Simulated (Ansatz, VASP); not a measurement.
**Two plane-wave programs on Hf2Pd2Se2Br2O3**

File INCAR:

```
SYSTEM = Hf2Pd2Se2Br2O3
PREC = Accurate
ENCUT = 520
EDIFF = 1E-7
ISMEAR = -1
SIGMA = 0.05
LREAL = .False.
LASPH = .True.
NELM = 80
ALGO = Normal
ISIF = 2
LWAVE = .False.
LCHARG = .False.
GGA = PE
NBANDS = 53
KPAR = 4
```

KPOINTS

```
Automatic mesh
0
Gamma
  6 6 3
  0 0 0
```

The input POSCAR:

```
Hf2Pd2Se2Br2O3
1.0
    5.8347748750      0.0000000000      0.0000000000
   -2.9173823717      5.0530616054      0.0000000000
    0.0000000000      0.0000000000      8.6376601025
Hf Pd Se Br O
2 2 2 2 3
Direct
    0.3333300000      0.6666700000      0.5420100000
    0.6666700000      0.3333300000      0.5420100000
    0.3333300000      0.6666700000      0.1288000000
    0.6666700000      0.3333300000      0.1288000000
    0.3333300000      0.6666700000      0.8557200000
    0.6666700000      0.3333300000      0.8557200000
    0.0000000000      0.0000000000      0.1389500000
    0.0000000000      0.0000000000      0.6538400000
    0.5000000000      0.0000000000      0.4296300000
    0.0000000000      0.5000000000      0.4296300000
    0.5000000000      0.5000000000      0.4296300000
```

File input.yaml:

```yaml
crystal:
  lattice:
    - [5.834774875, 0.0, 0.0]
    - [-2.9173823717, 5.0530616054, 0.0]
    - [0.0, 0.0, 8.6376601025]
  atoms:
    - { symbol: Hf, position: [0.33333, 0.66667, 0.54201] }
    - { symbol: Hf, position: [0.66667, 0.33333, 0.54201] }
    - { symbol: Pd, position: [0.33333, 0.66667, 0.1288] }
    - { symbol: Pd, position: [0.66667, 0.33333, 0.1288] }
    - { symbol: Se, position: [0.33333, 0.66667, 0.85572] }
    - { symbol: Se, position: [0.66667, 0.33333, 0.85572] }
    - { symbol: Br, position: [0.0, 0.0, 0.13895] }
    - { symbol: Br, position: [0.0, 0.0, 0.65384] }
    - { symbol: O, position: [0.5, 0.0, 0.42963] }
    - { symbol: O, position: [0.0, 0.5, 0.42963] }
    - { symbol: O, position: [0.5, 0.5, 0.42963] }
hamiltonian:
  xc: pbe
  pseudopotentials: { kind: paw }
kpoints:
  mp_grid: { grid: [6, 6, 3] }
scf:
  occupations: { method: fermi_dirac, width: 0.05 }
output:
  forces: true
  stress: true
  eigenvalues: true
```

Change from the starting cell: volume scaled by 1.04.

Alike in both runs: task single point; functional PBE; k mesh 6 × 6 × 3; occupations fermi-dirac, width 0.05 eV; no spin polarisation.

|  | VASP | Ansatz |
| --- | --- | --- |
| version | VASP 6.6.1 | Ansatz 0.2.0 |
| potentials or method | VASP PAW PBE potentials, release 64 (Hf_pv, Pd, Se, Br, O) | Ansatz PAW |
| plane-wave cutoff (eV) | 520 | 420 |
| valence electrons in the cell | 84 | 152 |

VASP gave:

- gap on the k mesh at the Fermi level (eV): none
- pressure (GPa): -3.3
- largest component of the traceless stress (GPa): 0.49
- rms of the force components (eV/Å): 0.346

Estimate Ansatz's values.

gap on the k mesh at the Fermi level (eV): none; pressure (GPa): -2.9; largest component of the traceless stress (GPa): 0.53; rms of the force components (eV/Å): 0.292.

Atom by atom the forces differ by 0.059 eV/Å (rms over components). A gap of «none» marks a metal or a gap that the smearing closes. The two sets of potentials don't hold the same shells in valence.

The runs have no spin-orbit coupling, so splittings on Hf are missing.
